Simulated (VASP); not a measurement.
Input:

```
Te
1.0
    0.00000     3.57177     3.57177
    3.57177     0.00000     3.57177
    3.57177     3.57177     0.00000
Te
2
Direct
  0.75000   0.75000   0.75000
  0.50000   0.50000   0.50000
```

Level of theory: r2SCAN meta-GGA, VASP's PBE PAW potentials (set 64) (plane waves; VASP). Run with 400 eV cut-off, 10×10×10 Γ-centred mesh, tetrahedra with Blöchl corrections, potentials Te.

Problem. Give the energies of bands 3 to 9 at the high-symmetry points, in eV from the Fermi level.

Solution. 
```csv
band,Γ,X,U,L,W
3,-3.20,-4.49,-4.81,-3.82,-4.66
4,-3.20,-4.49,-4.30,-3.82,-4.66
5,-3.20,-1.64,-1.83,-3.59,-0.98
6,-0.72,-1.64,-0.54,0.28,-0.98
7,-0.72,2.06,1.49,0.28,1.38
8,-0.72,2.06,1.58,1.70,1.38
9,3.97,5.42,4.57,5.81,5.19
```

It has no gap at this level: it comes out as a metal or semimetal.

The structure was generated: Te was put into the diamond type (Fd-3m), which need not be its known phase. It was relaxed first, which changed the volume by +41 %.
